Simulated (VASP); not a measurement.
```cif
data_GaN
_chemical_formula_sum 'Ga1 N1'
_space_group_name_H-M_alt 'P 1'
_space_group_IT_number 1
_cell_length_a 3.17868
_cell_length_b 3.17868
_cell_length_c 3.17868
_cell_angle_alpha 60.000
_cell_angle_beta 60.000
_cell_angle_gamma 60.000
loop_
_space_group_symop_operation_xyz
  'x, y, z'
loop_
_atom_site_label
_atom_site_type_symbol
_atom_site_fract_x
_atom_site_fract_y
_atom_site_fract_z
_atom_site_occupancy
Ga1 Ga 0.00000 0.00000 0.00000 1
N1 N 0.25000 0.25000 0.25000 1
```

These are PBEsol GGA, VASP's PBE PAW potentials (set 64) (plane waves; VASP) values and carry that method's errors. Run with 600 eV cut-off, 10×10×10 Γ-centred mesh, Gaussian smearing of 0.050 eV, potentials Ga_d N.

Each relaxation starts from this cell; other phases were not tried.

Problem. The cell is relaxed at 10 GPa. What happens?

Solution. The volume per atom goes from 11.36 to 10.83 Å³ (-4.6 %), and the cell becomes a = 4.4246 Å, b = 4.4246 Å, c = 4.4246 Å, α = 90.00°, β = 90.00°, γ = 90.00°, space group F-43m. The gap on the mesh goes from 1.73 to 2.04 eV.

Problem. The cell is relaxed at 30 GPa. What happens?

Solution. The volume per atom goes from 11.36 to 10.05 Å³ (-11.5 %), and the cell becomes a = 4.3155 Å, b = 4.3155 Å, c = 4.3155 Å, α = 90.00°, β = 90.00°, γ = 90.00°, space group F-43m. The gap on the mesh goes from 1.73 to 2.51 eV.

Failed runs are left out, and for metals the shear rows, which the mesh's noise covers.

The compound is GaN in the zinc blende structure, a metastable form; wurtzite is the usual one.
